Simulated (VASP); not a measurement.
```
CdI2
1.0
    2.09158    -3.62273     0.00000
    2.09158     3.62273     0.00000
    0.00000     0.00000     6.66080
Cd I
1 2
Direct
  0.00000   0.00000   0.00000
  0.33333   0.66667   0.25689
  0.66667   0.33333   0.74311
```

All values below come from PBEsol GGA, VASP's PBE PAW potentials (set 64) (plane waves; VASP 6.6.1). Run with 480 eV cut-off, 6×6×4 Γ-centred mesh, Gaussian smearing of 0.050 eV, potentials Cd I.

Without a dispersion term in the relaxation, distances and binding between the weakly bound layers, chains or molecules are unreliable, and so is what depends on them. Unless said otherwise, spin-orbit coupling is left out, though it shifts the bands of the heavy elements here.

Estimate the energy per atom (σ→0), band gap (on the k-mesh) with the smallest direct gap where there is one.

```
Item                                          Value
-----------------------------------  --------------
band gap (on the k-mesh)                    2.29 eV
smallest direct gap (on the k-mesh)         2.53 eV
energy per atom (σ→0)                -2.119 eV/atom
```

The compound is CdI2 in the 1T layered structure. It was relaxed first under an external pressure of 1 GPa.
